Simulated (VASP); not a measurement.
Wanted: the native input for a VASP 6.6.1 run.

```
Task                   : single point
Functional             : PBE
Potentials or basis    : VASP PAW PBE potentials, release 64 (Ta_pv, Ag, S)
Cutoff                 : 520 eV
k mesh                 : 12 × 12 × 10
Occupations            : gaussian, width 0.1 eV
Spin                   : no spin polarisation
Dipole correction      : no
Further INCAR settings : ALGO = Fast; EDIFF = 1e-06; NBANDS = 25
```

The structure of TaAgS2 lies in POSCAR:

```
TaAgS2
1.0
    4.6158583951      0.0000000000      0.0000000000
   -2.3079291975      3.9974506304      0.0000000000
    0.0000000000      0.0000000000      5.2421970901
Ta Ag S
1 1 2
Direct
    0.0000000000      0.0000000000      0.0000000000
    0.0000000000      0.0000000000      0.5000000000
    0.3333333333      0.6666666667      0.5000000000
    0.6666666667      0.3333333333      0.5000000000
```

The cell was built by a generator and needn't be a form met in nature.

The cell isn't the ideal one: random cell by space group and Wyckoff sites (P6/mmm, No. 191).

One way to write it, as run:

INCAR

```
SYSTEM = TaAgS2
PREC = Accurate
ENCUT = 520
EDIFF = 1E-6
ISMEAR = 0
SIGMA = 0.1
LREAL = .False.
LASPH = .True.
NELM = 100
ALGO = Fast
ISIF = 2
LWAVE = .False.
LCHARG = .True.
GGA = PE
LELF = .True.
LVHAR = .True.
NBANDS = 25
```

KPOINTS

```
Automatic mesh
0
Gamma
  12 12 10
  0 0 0
```

Potentials or basis: VASP PAW PBE potentials, release 64 (Ta_pv, Ag, S).

The run is started by

```sh
$ cat potpaw_PBE.64/Ta_pv/POTCAR potpaw_PBE.64/Ag/POTCAR potpaw_PBE.64/S/POTCAR > POTCAR
$ mpirun -np 1 vasp_std > vasp.out
```

Results of the run:

The pressure is -0.1 GPa and the band gap on the k mesh is none (metal or under the smearing width).

It took 4.9 min on 1 thread of Intel(R) Xeon(R) Platinum 8259CL CPU @ 2.50GHz (Skylake/Cascade Lake), with other jobs on the host, peak memory 0.42 GiB.
